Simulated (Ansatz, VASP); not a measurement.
This is a calculation of GaB for Ansatz 0.2.0. The cell comes from a database or a generator and needn't be the stable form of this composition.

input.yaml

```yaml
crystal:
  lattice:
    - [2.71824, 0.0, 0.0]
    - [0.0, 2.71824, 0.0]
    - [0.0, 0.0, 3.23621]
  atoms:
    - { symbol: Ga, position: [0.5, 0.5, 0.5] }
    - { symbol: B, position: [0.0, 0.0, 0.0] }
hamiltonian:
  xc: pbesol
  pseudopotentials: { kind: paw }
  dispersion: d3bj
kpoints:
  mp_grid: { grid: [10, 10, 8] }
scf:
  occupations: { method: fermi_dirac, width: 0.05 }
output:
  forces: true
  stress: true
  eigenvalues: true
relax:
  f_tol: 0.01
  max_steps: 40
  cell: { stress_tol: 0.05 }
```

Potentials or basis: Ansatz PAW.

Launch:

```bash
$ ansatz run input.yaml --threads 2 --pin off --max-ram 5632MiB --backend cpu --events-out ev --progress --plain --runs-dir out
```

Q: Set up the same calculation for VASP 6.6.1. Potentials or basis there: PBE PAW files B, Ga_d, 600 eV.

A: As run (cutoffs and basis follow the program's own potentials, and thresholds, step limits or extra output files can differ):

File INCAR:

```
PREC     = Accurate       # precision mode
ENCUT    = 600            # plane-wave cutoff, eV
EDIFF    = 1E-6           # SCF threshold, eV
ISMEAR   = -1             # smearing method
SIGMA    = 0.05           # smearing width, eV
LREAL    = False          # projectors in reciprocal space
LASPH    = True           # aspherical terms in the spheres
NELM     = 100            # most SCF steps
ALGO     = Fast           # electronic algorithm
ISIF     = 3              # what is computed and relaxed
LWAVE    = False          # write WAVECAR
LCHARG   = False          # write CHGCAR
GGA      = PS             # functional
IVDW     = 12             # dispersion correction
IBRION   = 2              # ionic algorithm
NSW      = 40             # ionic steps
EDIFFG   = -0.02          # ionic threshold
```

The input KPOINTS:

```
Automatic mesh
0
Gamma
  10 10 8
```

The input POSCAR:

```
GaB
1.0
    2.7182400000      0.0000000000      0.0000000000
    0.0000000000      2.7182400000      0.0000000000
    0.0000000000      0.0000000000      3.2362100000
Ga B
1 1
Direct
    0.5000000000      0.5000000000      0.5000000000
    0.0000000000      0.0000000000      0.0000000000
```

Potentials or basis: VASP PAW PBE potentials, release 64 (Ga_d, B).

The run is started by

```console
$ cat potpaw_PBE.64/Ga_d/POTCAR potpaw_PBE.64/B/POTCAR > POTCAR
$ mpirun -np 1 vasp_std > vasp.out
```

Both were run:

|  | Ansatz | VASP |
| --- | --- | --- |
| Relaxed volume | 11.08 Å³/atom | 11.10 Å³/atom |
| Relaxed cell | a = 2.631 Å, b = 2.631 Å, c = 3.202 Å, α = 90.00°, β = 90.00°, γ = 90.00° | a = 2.632 Å, b = 2.632 Å, c = 3.206 Å, α = 90.00°, β = 90.00°, γ = 90.00° |
| Space group after relaxing | P4/mmm (No. 123) | P4/mmm (No. 123) |
| Pressure after relaxing | 0.0 GPa | -0.1 GPa |

Ansatz's pressure holds a Pulay term of +0.12 GPa for its cutoff of 420 eV, which the other run lacks.

Ansatz's potentials were made for PBE. VASP's potentials were made for PBE.

Where Ansatz's input types no cutoff or centring, it takes its own default and a Γ-centred mesh.

Pressure is positive in compression.
